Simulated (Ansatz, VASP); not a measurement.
**TaIn17W3O36 (Ta_In) in two plane-wave programs**

Aim: how closely do two programs agree when they are given the same cell, functional and k mesh? The cell is taken from a series of runs on this material, whose earlier steps may have relaxed, scaled, displaced or heated it; both programs get it as it stands.

Program: Ansatz 0.2.0. Level of theory: plane waves, with VASP 6.6.1 beside it; single point at r2SCAN. Results are calculated unless marked as measured.

### Step 1. Set-up

The cell holds 57 atoms: 17 In, 1 Ta, 3 W and 36 O. Its edges and angles: a = 9.520 Å, b = 9.520 Å, c = 8.949 Å, α = 90.0°, β = 90.0°, γ = 120.0°. It derives from In6WO12 (In6WO12 (R-3)). Nearest the centre at fractional (0.633, 0.550, 0.689): Ta18 at 0.11 Å, O33 at 1.88 Å, O24 at 1.97 Å, O38 at 2.02 Å, O56 at 2.05 Å, O53 at 2.09 Å, O26 at 2.17 Å, O47 at 2.43 Å.

As a file:

```xyz
57
Lattice="9.5199 0.0000 0.0000 -4.7599 8.2445 0.0000 0.0000 0.0000 8.9494" Properties=species:S:1:pos:R:3 pbc="T T T"
In   -0.8794    3.4685    0.1837
In    3.8953    0.6677    6.1698
In    3.8921    6.2499    3.1451
In   -1.3126    7.2662    0.2091
In    8.1577    1.8110    3.1457
In    2.1937    0.2713    3.1875
In    2.2083    5.7599    0.2519
In    6.9191    3.0623    6.1386
In    0.8595    2.0619    5.7599
In    0.8454    7.6119    2.8055
In    5.5639    4.7891    8.7901
In   -3.3200    6.4367    5.8152
In    1.3141    3.7458    2.8193
In    6.1339    1.0029    8.7490
In   -2.2620    5.2138    2.7737
In    2.5124    2.4186    8.8156
In    2.5711    8.0123    5.7437
Ta    3.3093    4.4983    6.1711
W     9.5101    0.0157    8.9180
W     0.0479    5.4823    5.9492
W     4.7396    2.7440    3.0328
O    -0.8549    3.7312    2.4193
O     3.9020    0.9445    8.4053
O     3.7421    6.2985    5.3663
O    -1.1407    7.1325    2.4271
O     3.5716    4.3594    8.3241
O     8.3624    1.6939    5.3950
O     1.9914    0.2402    5.3926
O     1.9820    5.6697    2.4770
O     6.7281    2.9769    8.3539
O     0.8277    1.8290    3.5087
O     0.8734    7.3228    0.5457
O     5.2549    4.3656    6.4941
O    -3.6336    6.6117    3.5435
O     1.1328    3.8441    0.5663
O     5.8853    1.1207    6.5089
O    -2.0270    5.3434    0.5332
O     2.8189    2.6308    6.4988
O     2.7616    8.1175    3.5330
O    -0.5820    4.0038    7.0140
O     4.1990    1.1773    4.0103
O     4.0016    6.8158    1.0637
O    -1.4463    5.2436    4.8545
O     3.1484    2.6735    1.9735
O     3.1716    8.2012    7.8237
O     5.5054    6.8200    7.9333
O     1.2970    4.1773    5.0157
O     5.6790    1.4709    1.9124
O     0.7506    1.4342    7.8503
O     0.7446    6.9384    4.9472
O     5.3473    4.2684    1.9530
O     1.5935    0.1732    1.0349
O     1.8057    5.5412    7.0355
O     6.3941    2.9777    4.0061
O    -0.8877    6.7707    7.0265
O     3.8586    3.9127    4.2668
O     8.5400    1.3427    1.0210
```

### Step 2. VASP: single point, r2SCAN

A single point gives forces, pressure and levels at one fixed geometry, so differences don't come from the geometry; what else differs is listed under the comparison.

Lines of VASP's logs that name or quote its potential files are left out, and so is its time.

Contents of INCAR:

```
SYSTEM = TaIn17W3O36
PREC = Accurate
ENCUT = 580
EDIFF = 1E-06
NELM = 120
ISMEAR = -1
SIGMA = 0.01
LREAL = Auto
ALGO = Normal
METAGGA = R2SCAN
LASPH = .TRUE.
NBANDS = 272
LORBIT = 11
LWAVE = .FALSE.
LCHARG = .FALSE.
ISIF = 2
ISYM = 0
GGA_COMPAT = .FALSE.
EFERMI = MIDGAP
LMIXTAU = .TRUE.
NCORE = 2
```

Contents of POSCAR:

```
TaIn17W3O36
1.0
    9.5198765150      0.0000000000      0.0000000000
   -4.7599382575      8.2444549029      0.0000000460
    0.0000000000     -0.0000000499      8.9494161692
In Ta W O
17 1 3 36
Direct
    0.1179797696      0.4207117848      0.0205283925
    0.4496735886      0.0809892954      0.6894123232
    0.7878751463      0.7580711618      0.3514305793
    0.3027947986      0.8813435870      0.0233659320
    0.9667409861      0.2196605200      0.3514948746
    0.2468881686      0.0329056149      0.3561708635
    0.5812863152      0.6986425554      0.0281443819
    0.9125273857      0.3714384446      0.6859267626
    0.2153359122      0.2500923018      0.6436017769
    0.5504396238      0.9232728989      0.3134891390
    0.8748923287      0.5808859289      0.9822013981
    0.0416186534      0.7807281346      0.6497842822
    0.3652137638      0.4543474947      0.3150293867
    0.7051479810      0.1216448270      0.9776050762
    0.0785878775      0.6324008311      0.3099283746
    0.4105897986      0.2933651727      0.9850433944
    0.7559924473      0.9718397834      0.6417993559
    0.6204283600      0.5456133550      0.6895540248
    0.9999271028      0.0018988808      0.9964927269
    0.3375122264      0.6649640446      0.6647536257
    0.6642770365      0.3328240789      0.3388820881
    0.1364891163      0.4525752927      0.2703286082
    0.4671624283      0.1145645532      0.9392014431
    0.7750629023      0.7639673262      0.5996211029
    0.3127445979      0.8651318007      0.2711974965
    0.6395545262      0.5287639705      0.9301227040
    0.9811457075      0.2054591255      0.6028352617
    0.2237510992      0.0291318268      0.6025613544
    0.5520489137      0.6877043785      0.2767750722
    0.8872813438      0.3610790662      0.9334581407
    0.1978653826      0.2218456283      0.3920596428
    0.5358452785      0.8882073052      0.0609771190
    0.8167461945      0.5295150200      0.7256477429
    0.0192953588      0.8019578429      0.3959428258
    0.3521304833      0.4662685666      0.0632746256
    0.6861806157      0.1359311415      0.7272972507
    0.1111412635      0.6481195937      0.0595787399
    0.4556506319      0.3190943208      0.7261682748
    0.7823904643      0.9845994856      0.3947780423
    0.1816819507      0.4856405683      0.7837436634
    0.5124758511      0.1427992045      0.4481099789
    0.8337011534      0.8267171511      0.1188593079
    0.1660795072      0.6360106144      0.5424368672
    0.4928514166      0.3242743993      0.2205190997
    0.8305339824      0.9947573376      0.8742157793
    0.9919141876      0.8272261276      0.8864589401
    0.3895777147      0.5066811676      0.5604466867
    0.6857495247      0.1784067167      0.2136907543
    0.1658290256      0.1739594308      0.8771881437
    0.4990123893      0.8415883788      0.5527911278
    0.8205694096      0.5177336484      0.2182306562
    0.1778857541      0.0210083520      0.1156389447
    0.5257297276      0.6721132711      0.7861459463
    0.8522449917      0.3611750648      0.4476375570
    0.3173723556      0.8212430650      0.7851345360
    0.6426095649      0.4745854225      0.4767730080
    0.9785011425      0.1628563066      0.1140871175
```

Contents of KPOINTS:

```
Points of the shifted mesh
1
Reciprocal
 0.2500000000  0.2500000000  0.2500000000 1
```

Potentials, in the order of the species: In_d, Ta_pv, W and O (PBE family, release 64).

Started as:

```
$ mpirun -np 8 vasp_std
```

Numbers of over 12 decimals in the logs are rounded to 6 here.

Log:

```text
[banner, memory and clock lines left out]
running    8 mpi-ranks, on    1 nodes
[...]
|                                                                             |
|               ----> ADVICE to this user running VASP <----                  |
|                                                                             |
|     You enforced a specific xc type in the INCAR file but a different       |
|     [... a line on the potential file left out ...]
|     I HOPE YOU KNOW WHAT YOU ARE DOING!                                     |
|                                                                             |

 LDA part: xc-table for (None), standard interpolation
 POSCAR, INCAR and KPOINTS ok, starting setup
[...]
entering main loop
       N       E                     dE             d eps       ncg     rms          rms(c)
DAV:   1     0.856905338491E+04    0.85691E+04   -0.21113E+05   544   0.257E+03
DAV:   2     0.148798272315E+04   -0.70811E+04   -0.68203E+04   544   0.796E+02
DAV:   3    -0.707232322112E+03   -0.21952E+04   -0.20612E+04   552   0.362E+02
DAV:   4    -0.109201160079E+04   -0.38478E+03   -0.37474E+03   752   0.146E+02
[...]
DAV:  21    -0.913258555551E+03   -0.63213E-04   -0.67202E-05   560   0.211E-02    0.142E-02
DAV:  22    -0.913258564393E+03   -0.88419E-05   -0.18988E-05   512   0.126E-02    0.843E-03
DAV:  23    -0.913258564873E+03   -0.47992E-06   -0.67215E-06   472   0.650E-03
   1 F= -.91325856E+03 E0= -.91325856E+03  d E =-.165153E-05
```

From OUTCAR (step 2):

```text
  Total        6.0136738      5.4434305      3.9328517      0.2116218     -2.2548143     -1.4145008
  in kB       13.7171057     12.4163886      8.9707797      0.4827064     -5.1431999     -3.2264565
  external PRESSURE =      11.7014247 kB  Pullay stress =       0.0000000 kB

 POSITION                                       TOTAL-FORCE (eV/Angst)
 -----------------------------------------------------------------------------------
     -0.87941      3.46854      0.18372         0.050497     -0.009216     -0.037805
      3.89533      0.66771      6.16984         0.074208     -0.027178     -0.000954
      3.89210      6.24988      3.14510         0.013661     -0.044874     -0.000085
     -1.31257      7.26620      0.20911         0.018176     -0.028311     -0.044608
      8.15768      1.81098      3.14567        -0.002658     -0.029651     -0.016955
      2.19372      0.27129      3.18752        -0.015823      0.047251     -0.022848
      2.20828      5.75993      0.25188        -0.020923      0.021940     -0.074983
      6.91912      3.06231      6.13864         0.034661      0.003526     -0.002718
      0.85955      2.06187      5.75986        -0.067788      0.043435      0.011454
      0.84540      7.61188      2.80554        -0.025392     -0.032711      0.055202
      5.56389      4.78909      8.79013        -0.040942     -0.018300      0.035599
     -3.32001      6.43668      5.81519         0.008209      0.029928     -0.013272
      1.31412      3.74585      2.81933        -0.011140      0.036594      0.061514
      6.13390      1.00290      8.74899         0.003343      0.012959     -0.006550
[...]
-----------------------------------------------------------------------------------
    total drift:                               -0.012558      0.016052     -0.010143

  FREE ENERGIE OF THE ION-ELECTRON SYSTEM (eV)
  ---------------------------------------------------
  free  energy   TOTEN  =      -913.2585648728 eV

  energy  without entropy=     -913.2585632213  energy(sigma->0) =     -913.25856405

[... 2 further parts left out ...]
[key lines of the parts left out:]
E-fermi :   7.9928
```

This run has no spin polarisation, so a moment on W, if there is one, isn't seen.

(Part 1 of 2 ends here.)

[Lines on the potential files, build, host, timing and source positions are cut from VASP's logs without a mark.]

[Logs are printed without paths, hosts, clocks, repeated set-up lines and the standing remarks that a program may print on its own settings, such as how far it seeks lower states.]

[Hosts, paths, dates, database ids (printed as entryN), source tags and the programs' standing remarks are cut or masked in the printed files.]
